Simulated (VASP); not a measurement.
# HfMoC2: single point with PBE

The system is HfMoC2.

```
Hf Mo C
1.0
     3.19142    0.00000    0.00000
     0.00000    3.19142    0.00000
     0.00000    0.00000    4.48516
Hf Mo C
1 1 2
Direct
  0.99128 0.00120 0.99060
  0.50708 0.49844 0.50548
  0.49023 0.47725 0.01013
  0.01134 0.99367 0.49604
```

The cell comes from a database or a generator and needn't be the stable form of this composition.

The cell isn't the ideal one: atoms moved at random, drawn with an rms of 0.05 Å.

| Property | Result |
| --- | --- |
| Program | VASP 6.6.1 |
| Task | single point |
| Functional | PBE |
| Potentials or basis | VASP PAW PBE potentials, release 64 (Hf_pv, Mo_sv, C) |
| Cutoff | 520 eV |
| k mesh | 8 × 8 × 6 |
| Occupations | fermi-dirac, width 0.05 eV |
| Spin | no spin polarisation |
| Further INCAR settings | ALGO = Normal; EDIFF = 1e-07; NBANDS = 24 |

```
Pressure               : -0.7 GPa
Largest force          : 1.284 eV/Å
Band gap on the k mesh : none (metal or under the smearing width)
```

Forces in eV/Å, atoms in the order of the input:
```
Hf   0.280 -0.823  0.945
Mo  -0.310 -0.149 -0.556
C    0.271  0.995 -0.510
C   -0.241 -0.023  0.120
```

Stress tensor (GPa, compression positive):
```
 0.62  0.02  0.14
 0.02  0.54  0.09
 0.14  0.09 -3.36
```

Levels at points of the mesh, in eV from the Fermi level:
```csv
k point,band 13,band 14,band 15,band 16,band 17,band 18,band 19,band 20
"(0.00, 0.00, 0.00)",-1.40,-1.19,-1.14,-0.56,-0.42,0.05,0.14,0.30
"(0.50, 0.00, 0.00)",-4.33,-3.65,-3.62,-0.40,0.97,2.16,3.07,3.33
"(0.00, 0.50, 0.00)",-4.26,-3.71,-3.65,-0.41,0.98,2.11,3.07,3.42
"(0.50, 0.50, 0.00)",-3.72,-1.23,-1.06,-1.05,-0.94,1.15,1.42,2.52
"(0.00, 0.00, 0.50)",-2.32,-2.21,-1.68,-1.67,-1.27,-0.27,1.93,2.13
"(0.50, 0.00, 0.50)",-5.11,-4.28,-4.21,1.04,1.09,1.76,4.56,5.20
"(0.00, 0.50, 0.50)",-5.11,-4.32,-4.21,1.04,1.08,1.75,4.52,5.22
"(0.50, 0.50, 0.50)",-4.17,-4.05,-4.05,0.99,1.01,1.42,3.10,3.24
```

Run time: 110 s on 1 thread of AMD EPYC 9R45 96-Core Processor (Zen 5), on a shared host, peak memory 0.3 GiB.

The run has no spin-orbit coupling, so splittings on Hf are missing.
